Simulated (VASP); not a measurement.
Input:

```xyz
3
Lattice="1.5453 -2.6765 0.0000 1.5453 2.6765 0.0000 0.0000 0.0000 3.2946" Properties=species:S:1:pos:R:3 pbc="T T T"
Ti     0.0000     0.0000     0.0000
B      1.5453     0.8922     1.6473
B      1.5453    -0.8922     1.6473
```

All values below come from PBE GGA, VASP's PBE PAW potentials (set 64) (plane waves; VASP). Run with 520 eV cut-off, 9×9×7 Γ-centred mesh, first-order Methfessel-Paxton smearing of 0.10 eV, potentials Ti_sv B.

**Question.** Predict the energy per atom (σ→0), pressure, band gap (on the k-mesh) with the smallest direct gap where there is one.

**Answer.** 
```json
{
 "band gap (on the k-mesh)": "none (metal, semimetal or under 0.01 eV)",
 "energy per atom (σ→0)": "-8.121 eV/atom",
 "pressure": "-13.38 GPa"
}
```

Only differences to runs with the same potentials and settings are physical.

The compound is TiB2 in the AlB2 type structure. The cell was not relaxed at this level.
